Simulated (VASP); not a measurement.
Wanted: the native input for a VASP 6.6.1 run.

* Task: relaxation of cell and atoms
* Functional: LDA
* Potentials or basis: VASP PAW LDA potentials, release 64 (Si, W_sv)
* Cutoff: 520 eV
* k mesh: 18 × 18 × 18
* Occupations: gaussian, width 0.1 eV
* Spin: no spin polarisation
* Further INCAR settings: ALGO = Normal; EDIFF = 1e-07; IBRION = 2; EDIFFG = -0.002; NSW = 80; ISIF = 3

The structure of Si2W lies in POSCAR:

```
Si2W                                    
1.0
   -1.5945518273      1.5945518273      3.8897663377
    1.5945518273     -1.5945518273      3.8897663377
    1.5945518273      1.5945518273     -3.8897663377
  Si              W             
     2     1
Direct
     0.3346695027186769    0.3346695027186769    0.0000000000000000
     0.6653304972813231    0.6653304972813231    0.0000000000000000
     0.0000000000000000    0.0000000000000000    0.0000000000000000
```

The input as run:

INCAR

```
SYSTEM = Si2W
PREC     = Accurate       ! precision mode
ENCUT    = 520            ! plane-wave cutoff, eV
EDIFF    = 1E-7           ! SCF threshold, eV
ISMEAR   = 0              ! smearing method
SIGMA    = 0.1            ! smearing width, eV
LREAL    = .False.        ! projectors in reciprocal space
LASPH    = .True.         ! aspherical terms in the spheres
NELM     = 60             ! most SCF steps
ALGO     = Normal         ! electronic algorithm
ISIF     = 3              ! what is computed and relaxed
LWAVE    = .False.        ! write WAVECAR
LCHARG   = .False.        ! write CHGCAR
GGA      = CA             ! functional
IBRION   = 2              ! ionic algorithm
NSW      = 80             ! ionic steps
EDIFFG   = -0.002         ! ionic threshold
```

KPOINTS

```
Automatic mesh
0
Gamma
  18 18 18
  0 0 0
```

Potentials or basis: VASP PAW LDA potentials, release 64 (Si, W_sv).

Run with:

```bash
$ cat potpaw_LDA.64/Si/POTCAR potpaw_LDA.64/W_sv/POTCAR > POTCAR
$ mpirun -np 1 vasp_std > vasp.out
```

It gave:

```yaml
Pressure_after_relaxing: 0.0 GPa
Band_gap_on_the_k_mesh: none (metal or under the smearing width)
```

Caveat: the relaxation stopped at its first step, so nothing moved.

Run time: 4.4 min on 1 thread of Intel(R) Xeon(R) 6975P-C (Granite Rapids) (shared host), peak memory 0.4 GiB.
